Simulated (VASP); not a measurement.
```yaml
crystal:
  lattice:
    - [1.25291, -2.17010, 0.00000]
    - [1.25291, 2.17010, 0.00000]
    - [0.00000, 0.00000, 7.75217]
  atoms:
    - { symbol: B, position: [0.33333, 0.66667, 0.25000] }
    - { symbol: B, position: [0.66667, 0.33333, 0.75000] }
    - { symbol: N, position: [0.66667, 0.33333, 0.25000] }
    - { symbol: N, position: [0.33333, 0.66667, 0.75000] }
```

All values below come from AM05 GGA, VASP's PBE PAW potentials (set 64) (plane waves; VASP). Run with 520 eV cut-off, Gaussian smearing of 0.050 eV, potentials B N.

Without a dispersion term in the relaxation, distances and binding between the weakly bound layers, chains or molecules are unreliable, and so is what depends on them.

Q: What does the run give for the band gap (along the path) with the smallest direct gap where there is one?

A: 
| Item | Result |
|---|---|
| band gap (along the path) | 4.46 eV |
| smallest direct gap (along the path) | 4.62 eV |

The compound is BN in the hex structure. It was relaxed first, which changed the volume by +17 %.
